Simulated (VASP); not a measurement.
Energy against volume of NaCl (rock salt). These are vdW-DF-cx, VASP's PBE PAW potentials (set 64) (plane waves; VASP) values and carry that method's errors. Run with 520 eV cut-off, 8×8×8 Γ-centred mesh, Gaussian smearing of 0.050 eV, potentials Na_pv Cl.

| V (Å³/atom) | E (eV/atom) |
|---|---|
| 21.144 | -1.47932 |
| 21.819 | -1.48536 |
| 22.494 | -1.48765 |
| 23.169 | -1.48677 |

Question: Fit these four points and predict the energy of the run at 23.843 Å³/atom.

Answer: A cubic in V^(−2/3), the third-order Birch-Murnaghan form, passes through the four points with V0 = 22.63 Å³/atom and B0 = 24 GPa, and gives -1.4832 eV/atom there. The run gave -1.4832 eV/atom, -0.0 meV/atom from the fit; all five points give B0 = 24 GPa.

The compound is NaCl in the rock salt structure. It was relaxed first.
